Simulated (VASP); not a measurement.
Calculation: SCAN meta-GGA, VASP's PBE PAW potentials (set 64) (plane waves; VASP).

VASP ran on this input.

**KPOINTS**
```
kpoints
0
G
 15 15 15
0 0 0
```

**POSCAR**
```
Ag
1
    0.0000000000     2.0605238395     2.0605238395
    2.0605238395     0.0000000000     2.0605238395
    2.0605238395     2.0605238395     0.0000000000
Ag
1
Direct
  1.0000000000   0.0000000000   0.0000000000
```

INCAR:
```
# general
SYSTEM  = Ag
PREC    = Accurate
ENCUT   = 520
LREAL   = .False.
LASPH   = .True.

# electronic loop
EDIFF   = 1E-7
NELM    = 100
ALGO    = Normal
LMAXMIX = 4
LMIXTAU = .True.

# smearing
ISMEAR  = 1
SIGMA   = 0.1

# functional
METAGGA = SCAN

# ions
ISIF    = 2

# output
LWAVE   = .False.
LCHARG  = .False.
```

POTCAR, in this order: Ag (PBE.64 set). Program: vasp_std.

The resulting files:

File OSZICAR:
```
       N       E                     dE             d eps       ncg     rms          rms(c)
DAV:   1     0.129753840183E+02    0.12975E+02   -0.58571E+03  2240   0.113E+03
DAV:   2    -0.348970714609E+02   -0.47872E+02   -0.45176E+02  2201   0.208E+02
DAV:   3    -0.352982455229E+02   -0.40117E+00   -0.40105E+00  2633   0.240E+01
DAV:   4    -0.352990396137E+02   -0.79409E-03   -0.79407E-03  2494   0.978E-01
DAV:   5    -0.352990455611E+02   -0.59474E-05   -0.59466E-05  2422   0.739E-02    0.652E+00
DAV:   6    -0.312252955776E+02    0.40737E+01   -0.12079E+01  2201   0.406E+01    0.558E+00
DAV:   7    -0.313696177650E+02   -0.14432E+00   -0.84721E-01  2168   0.955E+00    0.231E+00
DAV:   8    -0.313560322136E+02    0.13586E-01   -0.38103E-02  2164   0.210E+00    0.335E-01
DAV:   9    -0.313626244864E+02   -0.65923E-02   -0.26088E-02  2250   0.126E+00    0.177E-01
DAV:  10    -0.313658740748E+02   -0.32496E-02   -0.31289E-03  2180   0.633E-01    0.876E-02
DAV:  11    -0.313670304616E+02   -0.11564E-02   -0.47559E-03  2217   0.675E-01    0.634E-02
DAV:  12    -0.313670144152E+02    0.16046E-04   -0.27449E-04  2250   0.219E-01    0.301E-02
DAV:  13    -0.313671663236E+02   -0.15191E-03   -0.99901E-05  2167   0.137E-01    0.118E-02
DAV:  14    -0.313671595765E+02    0.67471E-05   -0.12771E-05  2257   0.289E-02    0.771E-03
DAV:  15    -0.313671677599E+02   -0.81834E-05   -0.34721E-06  2320   0.215E-02    0.261E-03
DAV:  16    -0.313671679042E+02   -0.14430E-06   -0.99162E-07  2239   0.107E-02    0.303E-04
DAV:  17    -0.313671694810E+02   -0.15768E-05   -0.35817E-08  1152   0.207E-03    0.247E-04
DAV:  18    -0.313671689748E+02    0.50616E-06   -0.17747E-08  1109   0.139E-03    0.196E-04
DAV:  19    -0.313671692980E+02   -0.32316E-06   -0.38473E-09  1114   0.646E-04    0.584E-05
DAV:  20    -0.313671691401E+02    0.15794E-06   -0.19014E-10  1108   0.169E-04    0.230E-05
DAV:  21    -0.313671692291E+02   -0.89010E-07   -0.55199E-11  1113   0.802E-05
   1 F= -.31367169E+02 E0= -.31367028E+02  d E =-.425030E-03
```

OUTCAR:
```
------------------------ aborting loop because EDIFF is reached ----------------------------------------
  FORCE on cell =-STRESS in cart. coord.  units (eV):
  Direction    XX          YY          ZZ          XY          YZ          ZX
  --------------------------------------------------------------------------------------
  Total       -0.3301036     -0.3301036     -0.3301036      0.0000000      0.0000000     -0.0000000
  in kB      -30.2272016    -30.2272016    -30.2272016      0.0000000      0.0000000     -0.0000000
  external PRESSURE =     -30.2272016 kB  Pullay stress =       0.0000000 kB
  volume of cell :       17.50
      direct lattice vectors                 reciprocal lattice vectors
     0.000000000  2.060523840  2.060523840    -0.242656741  0.242656741  0.242656741
     2.060523840  0.000000000  2.060523840     0.242656741 -0.242656741  0.242656741
     2.060523840  2.060523840  0.000000000     0.242656741  0.242656741 -0.242656741
 POSITION                                       TOTAL-FORCE (eV/Angst)
 -----------------------------------------------------------------------------------
      0.00000      0.00000      0.00000         0.000000      0.000000      0.000000
 -----------------------------------------------------------------------------------
    total drift:                               -0.000000      0.000000     -0.000000
  FREE ENERGIE OF THE ION-ELECTRON SYSTEM (eV)
  ---------------------------------------------------
  free  energy   TOTEN  =       -31.3671692291 eV

  energy  without entropy=      -31.3667441988  energy(sigma->0) =      -31.36702755
```
(Selected blocks of OUTCAR.)

The compound is Ag in the fcc structure. This cell is one point of a volume scan, at 1.03 of the reference volume.
